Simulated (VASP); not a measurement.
All values below come from revTPSS meta-GGA, VASP's PBE PAW potentials (set 64) (plane waves; VASP).

A VASP calculation is set up with these files.

### INCAR
```
! general
SYSTEM =GdN
PREC   =Accurate
ENCUT  =520
LREAL  =.False.
LASPH  =.True.

! electronic loop
EDIFF  =1E-7
NELM   =100
ALGO   =Normal
LMAXMIX=6
LMIXTAU=.True.

! smearing
ISMEAR =1
SIGMA  =0.1

! functional
METAGGA=RTPSS

! ions
ISIF   =2

! output
LWAVE  =.False.
LCHARG =.False.
```

File POSCAR:
```
GdN
1
    0.0000000000     2.5279141629     2.5279141629
    2.5279141629     0.0000000000     2.5279141629
    2.5279141629     2.5279141629     0.0000000000
Gd N
1 1
Direct
  0.0000000000   0.0000000000   0.0000000000
  0.5000000000   0.5000000000   0.5000000000
```

**KPOINTS**
```
Automatic mesh
0
Gamma
13 13 13
0 0 0
```

POTCAR, in this order: Gd_3 N (PBE.64 set). Program: vasp_std.

The 4f electrons are frozen in the core of the lanthanide potential, so 4f levels, which can set the real gap, and their magnetism are missing.

What does the run give for the energy per atom (σ→0), pressure, band gap (on the k-mesh)?

```
Property                                                    Result
------------------------  ----------------------------------------
energy per atom (σ→0)                        599.8 kJ/mol of atoms
band gap (on the k-mesh)  none (metal, semimetal or under 0.01 eV)
pressure                                                 -8.35 GPa
```

OSZICAR:
```
...
DAV:  22     0.124329846969E+02   -0.57158E-05   -0.67549E-06  2031   0.403E-02    0.277E-02
DAV:  23     0.124329943368E+02    0.96399E-05   -0.67756E-06  2269   0.294E-02    0.146E-02
DAV:  24     0.124329937922E+02   -0.54456E-06   -0.51830E-07  2136   0.893E-03    0.111E-02
DAV:  25     0.124329941757E+02    0.38348E-06   -0.54082E-07  2209   0.655E-03    0.427E-03
DAV:  26     0.124329940234E+02   -0.15228E-06   -0.15105E-07  2031   0.510E-03    0.120E-03
DAV:  27     0.124329941549E+02    0.13147E-06   -0.16058E-08  1200   0.194E-03    0.181E-04
DAV:  28     0.124329941743E+02    0.19451E-07   -0.23560E-09  1161   0.446E-04
   1 F= 0.12432994E+02 E0= 0.12432989E+02  d E =0.144075E-04
```

The compound is GdN in the rock salt structure. This cell is one point of a volume scan, at 1.06 of the reference volume.
